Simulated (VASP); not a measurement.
Write the native input for VASP 6.6.1 that does the following.

```
Task                   : single point
Functional             : PBE
Potentials or basis    : VASP PAW PBE potentials, release 64 (Al, Mg)
Cutoff                 : 520 eV
k mesh                 : 5 × 5 × 1
Occupations            : gaussian, width 0.1 eV
Spin                   : no spin polarisation
Dipole correction      : yes
Further INCAR settings : ALGO = Fast; EDIFF = 1e-06; NBANDS = 31
```

The structure of MgAl12 lies in POSCAR:

```
MgAl12
1.0
    5.7143028096      0.0000000000      0.0000000000
    0.0000000000      5.7143028096      0.0000000000
    0.0000000000      0.0000000000     19.6750228448
Al Mg
12 1
Direct
    0.2500000000      0.2500000000      0.2033034488
    0.2500000000      0.7500000000      0.2033034488
    0.7500000000      0.2500000000      0.2033034488
    0.7500000000      0.7500000000      0.2033034488
    0.0000000000      0.0000000000      0.3092772439
    0.0000000000      0.5000000000      0.3092772439
    0.5000000000      0.0000000000      0.3092772439
    0.5000000000      0.5000000000      0.3092772439
    0.2310559599      0.2296399287      0.4066200185
    0.2353058166      0.7440558096      0.4166289259
    0.7345565141      0.2434904729      0.4199831712
    0.7369794741      0.7433382372      0.4183858665
    0.3333333333      0.4166666667      0.5290205212
```

The cell isn't the ideal one: Mg over (1/6, 2/6) of the surface cell, its height relaxed.

These files were run (other wordings do the same):

INCAR

```
SYSTEM = MgAl12
PREC = Accurate
ENCUT = 520
EDIFF = 1E-6
ISMEAR = 0
SIGMA = 0.1
LREAL = .FALSE.
LASPH = .TRUE.
NELM = 100
ALGO = Fast
ISIF = 2
LWAVE = .FALSE.
LCHARG = .FALSE.
LDIPOL = .TRUE.
IDIPOL = 3
DIPOL = 0.5 0.5 0.326
GGA = PE
NBANDS = 31
```

KPOINTS

```
Automatic mesh
0
G
  5 5 1
  0 0 0
```

Potentials or basis: VASP PAW PBE potentials, release 64 (Al, Mg).

Command:

```bash
$ cat potpaw_PBE.64/Al/POTCAR potpaw_PBE.64/Mg/POTCAR > POTCAR
$ mpirun -np 1 vasp_std > vasp.out
```

Results of the run:

```json
{
 "Largest force": "0.412 eV/Å",
 "Band gap on the k mesh": "none (metal or under the smearing width)"
}
```

Run time: 7 min on 1 thread of Intel(R) Xeon(R) Platinum 8488C (Sapphire Rapids), with other jobs on the host, peak memory 0.66 GiB.
